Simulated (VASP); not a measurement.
```
SnTa
1.0
    3.00684     0.00000     0.00000
    0.00000     3.00684     0.00000
    0.00000     0.00000     3.94111
Sn Ta
1 1
Direct
  0.50058   0.50322   0.49420
  0.99942   0.99678   0.00580
```

Level of theory: PBE GGA, VASP's PBE PAW potentials (set 64) (plane waves; VASP). Settings: 300 eV cut-off, 6×6×5 Γ-centred mesh, Fermi-Dirac smearing of 0.10 eV, potentials Sn_d Ta_pv.

At this cut-off the stress carries a Pulay error, which pulls relaxed volumes low. Unless said otherwise, spin-orbit coupling is left out, though it shifts the bands of the heavy elements here.

Q: Estimate the energy per atom (σ→0), pressure, largest force, band gap (on the k-mesh) with the smallest direct gap where there is one.

A: 
```
Quantity                                                    Result
------------------------  ----------------------------------------
band gap (on the k-mesh)  none (metal, semimetal or under 0.01 eV)
energy per atom (σ→0)                       -705.6 kJ/mol of atoms
pressure                                                 21.36 GPa
largest force                                           0.634 eV/Å
```

Only differences to runs with the same potentials and settings are physical.

The structure was generated: TaSn was put into an ordered model structure, which need not be its known phase. The cell was not relaxed at this level, atoms are displaced from their ideal sites. The k-mesh is coarse (spacing up to 0.35 per Å, 2π included), so the numbers may not be converged in it. The electron count is odd and the run is not spin-polarised, which forces a metal.
